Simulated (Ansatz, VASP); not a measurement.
**One calculation of Na2Sb, two programs**

```xyz
3
Lattice="3.3509 0.0000 0.0000 0.0000 3.3509 0.0000 0.0000 0.0000 4.7331" Properties=species:S:1:pos:R:3 pbc="T T T"
Na    1.6754    0.0000    2.3665
Na    0.0000    1.6754    2.3665
Sb    0.0000    0.0000    0.0000
```

Change from the starting cell: volume scaled by 1.06.

Alike in both runs: task single point; functional PBE; k mesh 8 × 8 × 6; occupations fermi-dirac, width 0.05 eV; no spin polarisation.

```csv
,VASP,Ansatz
version,VASP 6.6.1,Ansatz 0.2.0
potentials or method,"VASP PAW PBE potentials, release 64 (Na_pv, Sb), cutoff 520 eV","all-electron LAPW, scalar-relativistic"
```

Ansatz gave:

| Item | Value |
| --- | --- |
| gap on the k mesh at the Fermi level (eV) | none |
| pressure (GPa) | 28.1 |
| largest component of the traceless stress (GPa) | 7.80 |

Which values does VASP return?

gap on the k mesh at the Fermi level (eV): none; pressure (GPa): 28.4; largest component of the traceless stress (GPa): 7.65.

A gap of «none» marks a metal or a gap that the smearing closes. Ansatz ran all-electron here, so the differences hold the error of VASP's frozen core and of both bases.

Caveats: so large a pressure means that the cell lies far from this level's equilibrium, or that cutoff or potentials fall short (VASP). The runs have no spin-orbit coupling, so splittings on Sb are missing.
